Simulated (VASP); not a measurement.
Input:

```yaml
crystal:
  lattice:
    - [1.25105, -2.16688, 0.00000]
    - [1.25105, 2.16688, 0.00000]
    - [0.00000, 0.00000, 6.71680]
  atoms:
    - { symbol: B, position: [0.33333, 0.66667, 0.25000] }
    - { symbol: B, position: [0.66667, 0.33333, 0.75000] }
    - { symbol: N, position: [0.66667, 0.33333, 0.25000] }
    - { symbol: N, position: [0.33333, 0.66667, 0.75000] }
```

The numbers are results of r2SCAN meta-GGA, VASP's PBE PAW potentials (set 64) (plane waves; VASP 6.6.1), not measurements. Settings: 600 eV cut-off, 10×10×4 Γ-centred mesh, Gaussian smearing of 0.050 eV, potentials B N.

Question: Predict the energy per atom (σ→0).

Answer: 
```
Item                           Result
---------------------  --------------
energy per atom (σ→0)  -9.650 eV/atom
```

The absolute energy has meaning only against runs of the same code, potentials and settings.

The compound is BN in the hex structure. It was relaxed first.
